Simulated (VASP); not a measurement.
VASP input:

File POSCAR:
```
WSi2
1
   -1.6050000000     1.6050000000     3.9150000000
    1.6050000000    -1.6050000000     3.9150000000
    1.6050000000     1.6050000000    -3.9150000000
Si W
2 1
Direct
  0.6650000000   0.6650000000   0.0000000000
  0.3350000000   0.3350000000   0.0000000000
  0.0000000000   0.0000000000   0.0000000000
```

### INCAR
```
SYSTEM = WSi2
PREC = Accurate
ENCUT = 180
EDIFF = 1E-6
NELM = 100
ALGO = Normal
LREAL = .FALSE.
LASPH = .TRUE.
ISMEAR = 1
SIGMA = 0.1
GGA = PE
LMAXMIX = 6
LWAVE = .FALSE.
LCHARG = .FALSE.
ISIF = 3
IBRION = 2
NSW = 40
EDIFFG = -0.01
```

**KPOINTS**
```
Automatic mesh
0
Gamma
10 10 10
0 0 0
```

POTCAR, in this order: Si W_sv (PBE.64 set). Program: vasp_std.

Output

**standard output**
```
...
   1 F= -.24658416E+02 E0= -.24658256E+02  d E =-.246584E+02
 curvature:   0.00 expect dE= 0.000E+00 dE for cont linesearch  0.000E+00
 trial: gam= 0.00000 g(F)=  0.107E-03 g(S)=  0.841E-01 ort = 0.000E+00 (trialstep = 0.100E+01)
 search vector abs. value=  0.842E-01
 bond charge predicted
       N       E                     dE             d eps       ncg     rms          rms(c)
DAV:   1    -0.252466138817E+02   -0.58820E+00   -0.15507E+01  3571   0.483E+01    0.990E+00
DAV:   2    -0.246535000506E+02    0.59311E+00   -0.29159E+00  3466   0.148E+01    0.153E+00
DAV:   3    -0.246037459755E+02    0.49754E-01   -0.88322E-02  3340   0.222E+00    0.109E+00
DAV:   4    -0.245876597783E+02    0.16086E-01   -0.26569E-02  3732   0.157E+00    0.924E-01
DAV:   5    -0.245868571745E+02    0.80260E-03   -0.34032E-03  3669   0.580E-01    0.326E-01
DAV:   6    -0.245868131139E+02    0.44061E-04   -0.55968E-04  3571   0.144E-01    0.180E-02
DAV:   7    -0.245868089402E+02    0.41737E-05   -0.23692E-05  3704   0.360E-02    0.852E-03
DAV:   8    -0.245868086292E+02    0.31093E-06   -0.73886E-07  2090   0.641E-03
   2 F= -.24586809E+02 E0= -.24586635E+02  d E =0.716077E-01
 trial-energy change:    0.071608  1 .order    0.072231   -0.084178    0.228641
 step:   0.2715(harm=  0.2691)  dis= 0.00044  next Energy=   -24.669854 (dE=-0.114E-01)
 bond charge predicted
       N       E                     dE             d eps       ncg     rms          rms(c)
DAV:   1    -0.250398367065E+02   -0.45303E+00   -0.86694E+00  3564   0.373E+01    0.713E+00
DAV:   2    -0.247094162541E+02    0.33042E+00   -0.21161E+00  3501   0.113E+01    0.114E+00
DAV:   3    -0.246791103625E+02    0.30306E-01   -0.88521E-02  3298   0.171E+00    0.732E-01
DAV:   4    -0.246706420852E+02    0.84683E-02   -0.14860E-02  3697   0.110E+00    0.573E-01
DAV:   5    -0.246701170269E+02    0.52506E-03   -0.27319E-03  3781   0.523E-01    0.323E-01
DAV:   6    -0.246700625178E+02    0.54509E-04   -0.64412E-04  3529   0.155E-01    0.138E-02
DAV:   7    -0.246700623895E+02    0.12831E-06   -0.13055E-05  3578   0.248E-02    0.697E-03
DAV:   8    -0.246700627659E+02   -0.37640E-06   -0.55406E-07  2125   0.549E-03
   3 F= -.24670063E+02 E0= -.24669897E+02  d E =-.116465E-01
 curvature:  -0.13 expect dE=-0.889E-04 dE for cont linesearch -0.235E-05
 ZBRENT: interpolating
 opt :   0.2769  next Energy=   -24.670065 (dE=-0.116E-01)
 bond charge predicted
       N       E                     dE             d eps       ncg     rms          rms(c)
DAV:   1    -0.246700857800E+02   -0.23391E-04   -0.47192E-04  3606   0.268E-01    0.510E-02
DAV:   2    -0.246700696040E+02    0.16176E-04   -0.10443E-04  3522   0.815E-02    0.859E-03
DAV:   3    -0.246700679794E+02    0.16246E-05   -0.39328E-06  3171   0.120E-02    0.582E-03
DAV:   4    -0.246700670793E+02    0.90014E-06   -0.80367E-07  1558   0.845E-03
   4 F= -.24670067E+02 E0= -.24669901E+02  d E =-.116508E-01
 curvature:  -0.13 expect dE=-0.891E-04 dE for cont linesearch -0.402E-09
 trial: gam= 0.00774 g(F)=  0.584E-03 g(S)=  0.836E-04 ort = 0.159E-04 (trialstep = 0.855E+00)
 search vector abs. value=  0.673E-03
 bond charge predicted
       N       E                     dE             d eps       ncg     rms          rms(c)
DAV:   1    -0.246705177100E+02   -0.44973E-03   -0.97128E-03  3403   0.886E-01    0.831E-02
DAV:   2    -0.246704170177E+02    0.10069E-03   -0.33967E-04  3788   0.153E-01    0.461E-02
DAV:   3    -0.246703860288E+02    0.30989E-04   -0.52112E-05  3844   0.566E-02    0.219E-02
DAV:   4    -0.246703850386E+02    0.99020E-06   -0.61423E-06  3620   0.189E-02
   5 F= -.24670385E+02 E0= -.24670157E+02  d E =-.317959E-03
 trial-energy change:   -0.000318  1 .order   -0.000321   -0.000571   -0.000070
 step:   0.9748(harm=  0.9748)  dis= 0.00367  next Energy=   -24.670393 (dE=-0.326E-03)
 bond charge predicted
       N       E                     dE             d eps       ncg     rms          rms(c)
DAV:   1    -0.246703930719E+02   -0.70432E-05   -0.18619E-04  3389   0.124E-01    0.116E-02
DAV:   2    -0.246703907199E+02    0.23521E-05   -0.65632E-06  3822   0.212E-02    0.702E-03
DAV:   3    -0.246703902899E+02    0.42999E-06   -0.97888E-07  1873   0.782E-03
   6 F= -.24670390E+02 E0= -.24670155E+02  d E =-.323211E-03
 curvature:  -0.49 expect dE=-0.196E-04 dE for cont linesearch -0.658E-07
 trial: gam= 0.04232 g(F)=  0.668E-05 g(S)=  0.333E-04 ort = 0.950E-05 (trialstep = 0.879E+00)
 search vector abs. value=  0.420E-04
 reached required accuracy - stopping structural energy minimisation
```

OUTCAR:
```
------------------------ aborting loop because EDIFF is reached ----------------------------------------
  FORCE on cell =-STRESS in cart. coord.  units (eV):
  Direction    XX          YY          ZZ          XY          YZ          ZX
  --------------------------------------------------------------------------------------
  Total        0.0242011      0.0242011     -0.0299635      0.0000000     -0.0000000      0.0000000
  in kB        0.9787033      0.9787033     -1.2117363      0.0000000     -0.0000000      0.0000000
  external PRESSURE =       0.2485568 kB  Pullay stress =       0.0000000 kB
  volume of cell :       39.62
      direct lattice vectors                 reciprocal lattice vectors
    -1.594969732  1.594969732  3.893403427     0.000000000  0.313485573  0.128422345
     1.594969732 -1.594969732  3.893403427     0.313485573  0.000000000  0.128422345
     1.594969732  1.594969732 -3.893403427     0.313485573  0.313485573  0.000000000
 POSITION                                       TOTAL-FORCE (eV/Angst)
 -----------------------------------------------------------------------------------
      0.00000      0.00000      5.18232        -0.000000     -0.000000      0.008319
      0.00000      0.00000      2.60449        -0.000000     -0.000000     -0.008319
      0.00000     -0.00000      0.00000         0.000000      0.000000     -0.000000
 -----------------------------------------------------------------------------------
    total drift:                                0.000000      0.000000     -0.000000
  FREE ENERGIE OF THE ION-ELECTRON SYSTEM (eV)
  ---------------------------------------------------
  free  energy   TOTEN  =       -24.6703902899 eV

  energy  without entropy=      -24.6696845751  energy(sigma->0) =      -24.67015505

 reached required accuracy - stopping structural energy minimisation
```
(Selected blocks of OUTCAR.)

Task: Read input and log: which fault does this run have?
A) the lattice was typed in bohr, and VASP reads ångström
B) ISPIN is misspelt, so the run is not spin-polarised
C) ENCUT is too low for a cell relaxation, so Pulay stress biases the volume
D) EDIFF is too loose for the force threshold

Result: C, ENCUT is too low for a cell relaxation, so Pulay stress biases the volume. The run ends without an error. Against the sound run, the energy per atom (σ→0) increases by 0.047 eV/atom; the pressure falls by 0.03 GPa; the largest force rises by 0.007 eV/Å; the volume falls by 3.4 %.

To mend it, set ENCUT = 400.

The mended run (PBE GGA, plane waves, VASP's PBE PAW potentials (set 64)) converges, and its OSZICAR ends with
```
   6 F= -.24810469E+02 E0= -.24810367E+02  d E =-.868314E-04
```

The compound is WSi2 in the MoSi2 type structure.
